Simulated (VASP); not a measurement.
Output of a VASP run:

OSZICAR:
```
       N       E                     dE             d eps       ncg     rms          rms(c)
DAV:   1    -0.651072742363E+03   -0.65107E+03   -0.84065E+00   640   0.819E+00    0.398E+00
DAV:   2    -0.651109172072E+03   -0.36430E-01   -0.20247E-01   744   0.112E+00    0.242E+00
DAV:   3    -0.651092383506E+03    0.16789E-01   -0.20370E-02   728   0.398E-01    0.132E+00
DAV:   4    -0.651087833860E+03    0.45496E-02   -0.59510E-03   736   0.204E-01    0.701E-01
DAV:   5    -0.651086461222E+03    0.13726E-02   -0.10758E-03   688   0.938E-02    0.379E-01
DAV:   6    -0.651086067846E+03    0.39338E-03   -0.35569E-04   720   0.540E-02    0.203E-01
DAV:   7    -0.651085954827E+03    0.11302E-03   -0.69220E-05   688   0.247E-02    0.110E-01
DAV:   8    -0.651085920350E+03    0.34476E-04   -0.19697E-05   488   0.142E-02    0.612E-02
DAV:   9    -0.651085910833E+03    0.95171E-05   -0.70076E-06   400   0.855E-03
   1 F= -.65108591E+03 E0= -.65108591E+03  d E =-.138709E-11  mag=     2.0000
```

**OUTCAR**
```
------------------------ aborting loop because EDIFF is reached ----------------------------------------
  volume of cell :      365.00
      direct lattice vectors                 reciprocal lattice vectors
     7.146555159  0.000000000  0.000000000     0.139927556  0.000000000  0.000000000
     0.000000000  7.146555159  0.000000000     0.000000000  0.139927556  0.000000000
     0.000000000  0.000000000  7.146555159     0.000000000  0.000000000  0.139927556
 POSITION                                       TOTAL-FORCE (eV/Angst)
 -----------------------------------------------------------------------------------
      3.58031      7.13688      7.13362         0.033140      0.042894      0.034097
      4.45818      0.89799      0.89468         0.022838     -0.111511     -0.103204
      5.35862      1.78932      0.00177         0.007541      0.000098      0.031746
      6.25009      2.68963      0.89515         0.111975     -0.009131     -0.118279
      5.35858      0.00510      1.78675         0.011897      0.027011     -0.021052
      6.25055      0.89780      2.68686         0.112736     -0.110434     -0.019569
      7.14588      0.00203      7.14543        -0.001838      0.007750      0.014284
      0.89101      0.89554      0.89192         0.017650     -0.020824     -0.014429
      1.78227      1.78827      7.13731         0.016184      0.036433      0.049800
      2.69741      2.66906      0.90107        -0.079476      0.003179     -0.088282
      3.57919      3.56888      0.00495         0.015858     -0.012325      0.046358
      4.47914      4.45021      0.90221        -0.000659      0.089528     -0.115708
      5.36016      5.36554      7.13823        -0.049660     -0.005802      0.043248
      6.25255      6.25682      0.89253         0.019198     -0.005849     -0.016231
      1.78246      7.14139      1.78457         0.005182      0.035672      0.038390
      2.69773      0.90568      2.66492        -0.076804     -0.120763      0.030918
      3.51305      1.71221      1.70849         0.068646      0.044214      0.020714
      5.43568      3.63454      1.70934        -0.029081     -0.072088      0.023646
      6.24277      4.44978      2.66576         0.110615      0.109632      0.018395
      3.57977      0.00894      3.56569         0.000197      0.035569     -0.027581
      4.48006      0.90479      4.44740        -0.014347     -0.099056      0.084428
      5.43681      1.71164      3.63198        -0.041170      0.037166     -0.067546
      6.24345      2.66849      4.44710         0.099855      0.018338      0.102735
      5.36055      7.14057      5.36298        -0.050284      0.054700     -0.016573
      6.25291      0.89518      6.25399         0.012341     -0.015548     -0.011146
      0.01142      3.56810      7.13376        -0.041543     -0.048226      0.036495
      0.89758      4.46830      0.89222         0.024598     -0.011281     -0.006890
      1.78943      5.35851      7.14588        -0.006862      0.017712      0.008679
      2.67988      6.25069      0.89177         0.013989     -0.029240      0.005557
      7.14364      1.78939      1.78632        -0.041535     -0.002325     -0.007526
      0.89251      2.68082      2.67731         0.017425      0.017781      0.015144
      1.80040      3.56043      1.79479        -0.042196     -0.006982     -0.043117
      2.64572      4.50331      2.66782         0.190325     -0.199505      0.188868
      3.58833      5.34807      1.79512        -0.005951      0.046932     -0.049539
      4.46731      6.25634      2.67774         0.002481     -0.028415      0.013907
      0.01168      7.13679      3.56507        -0.034414      0.038974     -0.050971
      0.89819      0.89553      4.46490         0.022492     -0.006491     -0.008899
      1.80108      1.79900      3.55631        -0.059649     -0.060409     -0.000476
      2.64625      2.67149      4.49870         0.184839      0.198057     -0.175881
      4.47694      4.50315      4.49991        -0.184906     -0.197417     -0.194779
      5.35002      5.34807      3.55742         0.041120      0.038715     -0.020280
      6.25315      6.25035      4.46528         0.004789     -0.025122     -0.008875
      1.78993      0.00281      5.35505        -0.013608      0.008417      0.012506
      2.68013      0.89553      6.24694         0.011726     -0.009118     -0.023739
      3.58865      1.79837      5.34407         0.000007     -0.043727      0.054573
      4.46746      2.68084      6.25286        -0.007748      0.005529     -0.025442
      5.34986      3.56009      5.34495         0.055251     -0.002179      0.033003
      6.25303      4.46841      6.24755        -0.001651     -0.023949     -0.025316
      0.00681      5.36543      1.78510        -0.036555     -0.003206      0.038001
      0.89484      6.25349      2.67387         0.004472     -0.007327     -0.008869
      7.13972      3.56871      3.56563        -0.027587     -0.014866     -0.017605
      0.88637      4.46443      4.46097         0.010923      0.000466      0.004172
      1.78069      5.36839      3.57452        -0.025897      0.009143      0.018236
      2.68417      6.26265      4.46045        -0.000862     -0.019453      0.023213
      0.00733      1.78772      5.36270        -0.041253      0.052162     -0.020479
      0.89477      2.67732      6.24997         0.004361     -0.016246     -0.002737
      1.78040      3.57802      5.36453        -0.011442      0.016468      0.007460
      2.68367      4.46439      6.25892         0.004763      0.003936     -0.025436
      3.57027      5.36826      5.36481        -0.025952      0.016876      0.014942
      4.47079      6.25350      6.25067         0.027515     -0.016263     -0.014675
      7.14549      5.35844      5.35553         0.003796      0.014093      0.001295
      0.89351      6.25464      6.25132         0.021003     -0.018048     -0.017148
...
```
(Selected blocks of OUTCAR.)

POSCAR:
```
C62O
1
    7.1465551589     0.0000000000     0.0000000000
    0.0000000000     7.1465551589     0.0000000000
    0.0000000000     0.0000000000     7.1465551589
C O
62 1
Direct
  0.5009842261   0.9986463097   0.9981905640
  0.6238216996   0.1256537620   0.1251909760
  0.7498188663   0.2503754931   0.0002471839
  0.8745601154   0.3763537259   0.1252559850
  0.7498134703   0.0007142127   0.2500156425
  0.8746247437   0.1256274921   0.3759658658
  0.9999058056   0.0002834104   0.9998418645
  0.1246762986   0.1253100397   0.1248045011
  0.2493890346   0.2502285379   0.9987064228
  0.3774416995   0.3734751612   0.1260839081
  0.5008274283   0.4993847867   0.0006925215
  0.6267548076   0.6227072558   0.1262438439
  0.7500346232   0.7507869326   0.9988347847
  0.8749044988   0.8755009926   0.1248901698
  0.2494158330   0.9992776547   0.2497100047
  0.3774874288   0.1267297019   0.3728954260
  0.4915731302   0.2395856040   0.2390654336
  0.7606009312   0.5085728862   0.2391832003
  0.8735353213   0.6226471006   0.3730135143
  0.5009084984   0.0012513805   0.4989381194
  0.6268842960   0.1266047436   0.6223142110
  0.7607601765   0.2395057411   0.5082142430
  0.8736312086   0.3733952460   0.6222719411
  0.7500882450   0.9991620725   0.7504291477
  0.8749544447   0.1252604001   0.8751050493
  0.0015974942   0.4992761013   0.9982102537
  0.1255961110   0.6252388538   0.1248459048
  0.2503911237   0.7498030217   0.9999053385
  0.3749896590   0.8746440503   0.1247838942
  0.9995927865   0.2503849983   0.2499558038
  0.1248861474   0.3751202694   0.3746287872
  0.2519259464   0.4982019094   0.2511405424
  0.3702086547   0.6301369938   0.3733016804
  0.5021059607   0.7483426820   0.2511864267
  0.6250999627   0.8754346135   0.3746901603
  0.0016336744   0.9986332986   0.4988510099
  0.1256809417   0.1253094014   0.6247625612
  0.2520207784   0.2517295483   0.4976262264
  0.3702839609   0.3738152031   0.6294921616
  0.6264467608   0.6301153936   0.6296607228
  0.7486150613   0.7483428189   0.4977813959
  0.8749880660   0.8745966517   0.6248153296
  0.2504603928   0.0003926698   0.7493192897
  0.3750233707   0.1253095444   0.8741185290
  0.5021511628   0.2516422098   0.7477824440
  0.6251207277   0.3751234876   0.8749478441
  0.7485924691   0.4981551934   0.7479063661
  0.8749711096   0.6252543295   0.8742044022
  0.0009533632   0.7507719271   0.2497842888
  0.1252130886   0.8750352010   0.3741479225
  0.9990440933   0.4993614319   0.4989296740
  0.1240269604   0.6246967463   0.6242133166
  0.2491676629   0.7511855055   0.5001744613
  0.3755900098   0.8763172009   0.6241400677
  0.0010257411   0.2501516087   0.7503894411
  0.1252028766   0.3746309874   0.8745431398
  0.2491273954   0.5006632302   0.7506459166
  0.3755190242   0.6246905987   0.8757950493
  0.4995792622   0.7511669837   0.7506845754
  0.6255869238   0.8750365721   0.8746410659
  0.9998515712   0.7497929534   0.7493860321
  0.1250268624   0.8751965417   0.8747318178
  0.4896450112   0.5107786240   0.5102056326
```

Reconstruct the remaining input files.

Several could match; the one computed here: the input of the run itself, HSE06 screened hybrid, plane waves, VASP's PBE PAW potentials (set 64).

**KPOINTS**
```
Automatic mesh
0
Gamma
1 1 1
0 0 0
```

**INCAR**
```
SYSTEM  =  C62O
PREC  =  Normal; ENCUT  =  400; LREAL  =  Auto
LASPH  =  .TRUE.; ISYM  =  0
EDIFF  =  1E-5; NELM  =  50; NELMIN  =  4
ALGO  =  Normal
ISMEAR  =  0; SIGMA  =  0.05
GGA  =  PE; LHFCALC  =  .TRUE.; AEXX  =  0.25
HFSCREEN  =  0.2; PRECFOCK  =  Fast
ISPIN  =  2; MAGMOM  =  63*0.0317; NUPDOWN  =  2
ISIF  =  0
LWAVE  =  .FALSE.; LCHARG  =  .FALSE.; LORBIT  =  10
```

POTCAR, in this order: C O (PBE.64 set). Program: vasp_gam. Read from the step before: WAVECAR.

The supercell is sampled at Γ alone, which is coarse: total energies, pressure and levels can be off, energies of defects by several tenths of an eV.

The cell is a supercell with a defect, built from C (diamond): O_C-vac_C. The cell's shape comes from a PBE relaxation.
